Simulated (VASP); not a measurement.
The system is TaSbSe.

```
Ta Sb Se
1.0
     4.15203    0.00000    0.00000
     0.00000    4.15203    0.00000
     0.00000    0.00000    5.29811
Ta Sb Se
1 1 1
Direct
  0.00000 0.00000 0.00000
  0.00000 0.00000 0.50000
  0.50000 0.50000 0.00000
```

The cell was built by a generator and needn't be a form met in nature.

The cell isn't the ideal one: random cell by space group and Wyckoff sites (P4/mmm, No. 123).

| Item | Value |
| --- | --- |
| Program | VASP 6.6.1 |
| Task | relaxation of cell and atoms |
| Functional | PBE |
| Potentials or basis | VASP PAW PBE potentials, release 64 (Ta_pv, Sb, Se) |
| Cutoff | 600 eV |
| k mesh | 4 × 4 × 4 |
| Occupations | gaussian, width 0.1 eV |
| Spin | no spin polarisation |

At the start: pressure -7.7 GPa; volume 30.45 Å³/atom.

**Question.** Where does the relaxation end?

**Answer.** Over 5 steps the energy falls by 437.0 meV/atom and the volume is 24.63 Å³/atom (-19.1 %); space group P4/mmm (No. 123, to 0.05 Å).

The path:
```tsv
step	energy change (eV)	largest force (eV/Å)	pressure (GPa)	volume (Å³)
1	0.0000	0.0000	-7.67	91.34
2	-1.2706	0.0000	1.88	72.73
3	-1.2725	0.0000	2.82	72.04
4	-1.2929	0.0000	-1.49	75.26
5	-1.3111	0.0000	0.11	73.88
```

Final structure:
```cif
data_structure
_symmetry_space_group_name_H-M 'P 1'
_symmetry_Int_Tables_number 1
_cell_length_a 3.6185
_cell_length_b 3.6185
_cell_length_c 5.6425
_cell_angle_alpha 90.000
_cell_angle_beta 90.000
_cell_angle_gamma 90.000
_cell_volume 73.88
loop_
_atom_site_label
_atom_site_type_symbol
_atom_site_fract_x
_atom_site_fract_y
_atom_site_fract_z
_atom_site_occupancy
Ta1 Ta 0.00000 0.00000 0.00000 1
Sb1 Sb 0.00000 0.00000 0.50000 1
Se1 Se 0.50000 0.50000 0.00000 1
```

Caveat: the k mesh is coarse (spacing up to 0.38 Å⁻¹), so the values aren't converged; the volume moved by over 15 % at a fixed basis, so the end points are rough.
